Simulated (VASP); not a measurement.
Here is a VASP 6.6.1 calculation.

The input INCAR:

```
SYSTEM = SiHOF3
PREC = Accurate
ENCUT = 520
EDIFF = 1E-6
ISMEAR = 0
SIGMA = 0.01
LREAL = .False.
LASPH = .True.
NELM = 100
ALGO = Normal
ISIF = 2
LWAVE = .False.
LCHARG = .False.
GGA = PE
IBRION = 2
NSW = 40
EDIFFG = -0.01
```

Contents of KPOINTS:

```
regular mesh
0
Gamma
  1 1 1
  0 0 0
```

The input POSCAR:

```
SiHOF3
1.0
   12.0000000000      0.0000000000      0.0000000000
    0.0000000000     12.0000000000      0.0000000000
    0.0000000000      0.0000000000     12.0000000000
O Si F H
1 1 3 1
Direct
    0.4569470000      0.5936840000      0.6003720000
    0.4943830000      0.5408870000      0.4794120000
    0.4227050000      0.5871820000      0.3809880000
    0.4829810000      0.4097470000      0.4771570000
    0.6201460000      0.5719570000      0.4613660000
    0.3822500000      0.5838400000      0.6245310000
```

Potentials or basis: VASP PAW PBE potentials, release 64 (O, Si, F, H).

Run with:

```sh
$ cat potpaw_PBE.64/O/POTCAR potpaw_PBE.64/Si/POTCAR potpaw_PBE.64/F/POTCAR potpaw_PBE.64/H/POTCAR > POTCAR
$ mpirun -np 1 vasp_gam > vasp.out
```

Question: Predict the gap between the frontier levels.

Answer: 7.39 eV.

Question: Predict the energy gained by relaxing.

Answer: 7.8 meV/atom.

Final structure:
```xyz
6
Lattice="12.0000 0.0000 0.0000 0.0000 12.0000 0.0000 0.0000 0.0000 12.0000" Properties=species:S:1:pos:R:3 pbc="T T T"
O     5.4882    7.1160    7.1916
Si    5.9296    6.4882    5.7670
F     5.0691    7.0551    4.5515
F     5.7948    4.9010    5.7264
F     7.4510    6.8731    5.5361
H     4.5803    7.0141    7.5132
```
